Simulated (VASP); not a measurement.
Input of a VASP 6.6.1 run:

File INCAR:

```
SYSTEM = GeH2S
PREC = Accurate ; ENCUT = 520
EDIFF = 1E-7 ; ISMEAR = 0
SIGMA = 0.01 ; LREAL = .False.
LASPH = .True. ; NELM = 60
ALGO = Normal ; ISIF = 2
LWAVE = .False. ; LCHARG = .False.
GGA = PE ; NBANDS = 19
```

KPOINTS

```
regular mesh
0
Gamma
  1 1 1
  0 0 0
```

The input POSCAR:

```
GeH2S
1.0
   11.0000000000      0.0000000000      0.0000000000
    0.0000000000     12.0000000000      0.0000000000
    0.0000000000      0.0000000000     11.0000000000
S Ge H
1 1 2
Direct
    0.4637227300      0.3947625000      0.5265363600
    0.4275045500      0.5564041700      0.4342363600
    0.5748590900      0.4147375000      0.5719454500
    0.5550409100      0.6087375000      0.4728000000
```

Potentials or basis: VASP PAW PBE potentials, release 64 (S, Ge_d, H).

Launch:

```console
$ cat potpaw_PBE.64/S/POTCAR potpaw_PBE.64/Ge_d/POTCAR potpaw_PBE.64/H/POTCAR > POTCAR
$ mpirun -np 1 vasp_gam > vasp.out
```

Task: What does it give for the largest force?

Result: 0.317 eV/Å.

Task: What does it give for the gap between the frontier levels?

Result: 2.76 eV.

Forces on the atoms (eV/Å):
```
S   -0.114 -0.264  0.056
Ge  -0.187  0.190 -0.172
H    0.173  0.028  0.073
H    0.128  0.046  0.043
```
